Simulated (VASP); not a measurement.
Here is the system:

```
AlAs
1.0
    0.00000     2.62729     2.62729
    2.62729     0.00000     2.62729
    2.62729     2.62729     0.00000
Al As
1 1
Direct
  0.00000   0.00000   0.00000
  0.50000   0.50000   0.50000
```

Level of theory: PBEsol GGA, VASP's PBE PAW potentials (set 64) (plane waves; VASP). Run with 500 eV cut-off, 12×12×12 Γ-centred mesh, first-order Methfessel-Paxton smearing of 0.10 eV, potentials Al As.

Task: Estimate the energy per atom (σ→0), band gap (on the k-mesh) with the smallest direct gap where there is one.

Result: 
```yaml
band gap (on the k-mesh): none (metal, semimetal or under 0.01 eV)
energy per atom (σ→0): -4.833 eV/atom
```

Total energies compare only between runs with the same potentials, cut-off and functional.

The structure was generated: AlAs was put into the rock salt type (Fm-3m), which need not be its known phase. It was relaxed first.
